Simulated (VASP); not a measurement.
An input for Ansatz (written as the equivalent of a VASP run, and not itself run):

Ansatz 0.2 input:
```yaml
crystal:
  lattice:
    - [0.0000000, 2.4692787, 2.4692787]
    - [2.4692787, 0.0000000, 2.4692787]
    - [2.4692787, 2.4692787, 0.0000000]
  atoms:
    - { symbol: Y, position: [0.0000000, 0.0000000, 0.0000000] }
    - { symbol: N, position: [0.5000000, 0.5000000, 0.5000000] }
kpoints:
  mp_grid: { grid: [9, 9, 9] }
hamiltonian:
  xc: rpbe
  pseudopotentials: { kind: paw }
scf:
  occupations: { method: gaussian, width: 0.05 }
  max_iter: 100
output: { forces: true, stress: true, eigenvalues: true }
```

Question: Translate this input to VASP (INCAR, KPOINTS, POSCAR, choice of POTCAR).

Answer: This is not unique; one that fits is 
INCAR:
```
! general
SYSTEM  = YN
PREC    = Accurate
ENCUT   = 520
LREAL   = .FALSE.
LASPH   = .TRUE.

! electronic loop
EDIFF   = 1E-7
NELM    = 100
ALGO    = Normal
LMAXMIX = 4

! smearing
ISMEAR  = 0
SIGMA   = 0.05

! functional
GGA     = RP

! ions
ISIF    = 2

! output
LWAVE   = .FALSE.
LCHARG  = .FALSE.
```

### KPOINTS
```
Automatic mesh
0
Gamma
9 9 9
0 0 0
```

File POSCAR:
```
YN
1
    0.0000000000     2.4692787321     2.4692787321
    2.4692787321     0.0000000000     2.4692787321
    2.4692787321     2.4692787321     0.0000000000
Y N
1 1
Direct
  0.0000000000   0.0000000000   0.0000000000
  0.5000000000   0.5000000000   0.5000000000
```

POTCAR, in this order: Y_sv N (PBE.64 set). Program: vasp_std.

The two are equivalent in intent, not identical: each code has its own PAW files, so the cut-off isn't converted (ENCUT is set for VASP's; basis.ecutwfc is left out, and Ansatz then takes the one that its files recommend); Ansatz stops its SCF on the density residual and VASP on the energy change (EDIFF).

The compound is YN in the rock salt structure. It was relaxed first.
